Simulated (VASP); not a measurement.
An input for Ansatz (written as the equivalent of a VASP run, and not itself run):

Ansatz 0.2 input:
```yaml
crystal:
  lattice:
    - [4.2977051, 0.0000000, 0.0000000]
    - [-2.1488525, 3.7219219, 0.0000000]
    - [0.0000000, 0.0000000, 7.0608264]
  atoms:
    - { symbol: In, position: [0.3333330, 0.6666670, 0.0002999] }
    - { symbol: In, position: [0.6666670, 0.3333330, 0.5002999] }
    - { symbol: As, position: [0.3333330, 0.6666670, 0.3747001] }
    - { symbol: As, position: [0.6666670, 0.3333330, 0.8747001] }
kpoints:
  mp_grid: { grid: [11, 11, 6] }
hamiltonian:
  xc: pbesol
  pseudopotentials: { kind: paw }
scf:
  occupations: { method: tetrahedron }
  max_iter: 100
output: { forces: true, stress: true, eigenvalues: true }
```

Problem. Write the VASP files for the same calculation (PBEsol).

Solution. Several could match; the one computed here: 
File KPOINTS:
```
Automatic mesh
0
Gamma
11 11 6
0 0 0
```

**POSCAR**
```
InAs
1
    4.2977050736     0.0000000000     0.0000000000
   -2.1488525368     3.7219219211     0.0000000000
    0.0000000000     0.0000000000     7.0608264365
In As
2 2
Direct
  0.3333330000   0.6666670000   0.0002999267
  0.6666670000   0.3333330000   0.5002999267
  0.3333330000   0.6666670000   0.3747000733
  0.6666670000   0.3333330000   0.8747000733
```

**INCAR**
```
LREAL  =  .False.   # projection in real space or not
ISIF  =  2   # forces and stress, cell fixed
LASPH  =  .True.
NEDOS  =  601
EDIFF  =  1E-7
LMAXMIX  =  4   # l cut-off of mixed one-centre charges
ENCUT  =  400   # plane-wave cut-off (eV)
ALGO  =  Normal
LWAVE  =  .False.
PREC  =  Accurate
ISMEAR  =  -5   # tetrahedra, Bloechl
LCHARG  =  .True.
NELM  =  100   # most electronic steps
SYSTEM  =  InAs
LORBIT  =  11   # lm-projected
GGA  =  PS   # PBEsol
```

POTCAR, in this order: In_d As (PBE.64 set). Program: vasp_std.

Limits of the translation: each code has its own PAW files, so the cut-off isn't converted (ENCUT is set for VASP's; basis.ecutwfc is left out, and Ansatz then takes the one that its files recommend); Ansatz stops its SCF on the density residual and VASP on the energy change (EDIFF).

The structure was generated: InAs was put into the wurtzite type (P6_3mc), which need not be its known phase. It was relaxed first.
